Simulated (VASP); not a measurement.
Given:

```
O2Si
1.0
    4.19545     0.00000     0.00000
    0.00000     4.19545     0.00000
    0.00000     0.00000     2.68309
Si O
2 4
Cartesian
  2.09773   2.09773   1.34155
  0.00000   0.00000   0.00000
  2.91198   2.91198   0.00000
  1.28347   1.28347   0.00000
  3.38120   0.81425   1.34155
  0.81425   3.38120   1.34155
```

The numbers are results of PBEsol GGA, VASP's PBE PAW potentials (set 64) (plane waves; VASP 6.6.1), not measurements. Run with 520 eV cut-off, Gaussian smearing of 0.050 eV, potentials Si O.

### Question
Give the energies of bands 6 to 19 at the high-symmetry points, in eV from the valence-band maximum.

### Answer

```json
[
 {"band": "6", "Γ": "-6.42", "X": "-9.31", "M": "-7.86", "Z": "-9.53", "R": "-9.39", "A": "-10.77"},
 {"band": "7", "Γ": "-6.42", "X": "-4.56", "M": "-5.90", "Z": "-6.91", "R": "-8.11", "A": "-8.17"},
 {"band": "8", "Γ": "-6.25", "X": "-4.56", "M": "-5.90", "Z": "-6.91", "R": "-8.11", "A": "-8.17"},
 {"band": "9", "Γ": "-5.41", "X": "-4.50", "M": "-4.05", "Z": "-6.28", "R": "-6.53", "A": "-4.52"},
 {"band": "10", "Γ": "-5.09", "X": "-4.50", "M": "-4.05", "Z": "-6.28", "R": "-6.53", "A": "-4.52"},
 {"band": "11", "Γ": "-3.13", "X": "-3.88", "M": "-3.26", "Z": "-4.63", "R": "-3.99", "A": "-4.49"},
 {"band": "12", "Γ": "-3.13", "X": "-3.88", "M": "-3.26", "Z": "-4.63", "R": "-3.99", "A": "-4.49"},
 {"band": "13", "Γ": "-2.52", "X": "-2.69", "M": "-2.69", "Z": "-3.08", "R": "-2.27", "A": "-1.75"},
 {"band": "14", "Γ": "-0.88", "X": "-2.69", "M": "-2.69", "Z": "-3.08", "R": "-2.27", "A": "-1.75"},
 {"band": "15", "Γ": "-0.88", "X": "-1.07", "M": "-2.26", "Z": "-2.67", "R": "-1.75", "A": "-1.54"},
 {"band": "16", "Γ": "0.00", "X": "-1.07", "M": "-2.26", "Z": "-2.67", "R": "-1.75", "A": "-1.54"},
 {"band": "17", "Γ": "5.31", "X": "7.46", "M": "7.16", "Z": "8.84", "R": "8.54", "A": "6.92"},
 {"band": "18", "Γ": "6.44", "X": "7.46", "M": "7.16", "Z": "8.84", "R": "8.54", "A": "6.92"},
 {"band": "19", "Γ": "8.20", "X": "8.78", "M": "9.78", "Z": "12.32", "R": "9.60", "A": "10.73"}
]
```

The gap is direct, 5.31 eV, from the valence maximum at Γ to the conduction minimum at Γ.

The structure comes from a computed database's SiO2 entry (P4_2/mnm); how it stands against other phases isn't given here. It was relaxed first.
